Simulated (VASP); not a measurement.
Method: PBE GGA, VASP's PBE PAW potentials (set 64) (plane waves; VASP 6.6.1).

A VASP calculation is set up with these files.

POSCAR:
```
Pm
1
    3.6290010000     0.0000000000     0.0000000000
   -1.8145000000     6.6778130000     0.0000000000
    0.0000000000     0.0000000000    22.0081000000
Pm
6
Direct
  0.6831040000   0.1479060000   0.3927900000
  1.0067530000   0.6408250000   0.3608140000
  0.1145820000   0.9004350000   0.5088350000
  0.3925820000   0.4350060000   0.4869350000
  0.5327990000   0.7015470000   0.6394760000
  0.7799790000   0.1938750000   0.6111510000
```

File KPOINTS:
```
Regular mesh
0
Gamma
 5 3 1
```

**INCAR**
```
# general
SYSTEM  = Pm
PREC    = Accurate
ENCUT   = 300
LREAL   = .FALSE.
LASPH   = .TRUE.

# electronic loop
EDIFF   = 1E-04
NELM    = 100
ALGO    = Normal
LMAXMIX = 6

# smearing
ISMEAR  = 0
SIGMA   = 0.2

# functional
GGA     = PE

# spin
ISPIN   = 2
MAGMOM  = 6*4.0

# ions
ISIF    = 2

# output
LWAVE   = .FALSE.
LCHARG  = .FALSE.
LORBIT  = 11

# other
LDIPOL  = .TRUE.
IDIPOL  = 3
DIPOL   = 0.5 0.5 0.5
```

POTCAR, in this order: Pm (PBE.64 set). Program: vasp_std.

Problem. What will the output report for the number of irreducible k-points (NKPTS), largest plane-wave count, number of space-group operations, FFT grid (NGX, NGY, NGZ)?

Solution. 
```yaml
number of irreducible k-points (NKPTS): 8
largest_plane_wave_count: 6327
number_of_space_group_operations: 1
FFT grid (NGX, NGY, NGZ): 24 × 40 × 126
```

The cell is a sheet with vacuum, built from a generated structure. VASP warned that the highest band is occupied, so more bands are needed.
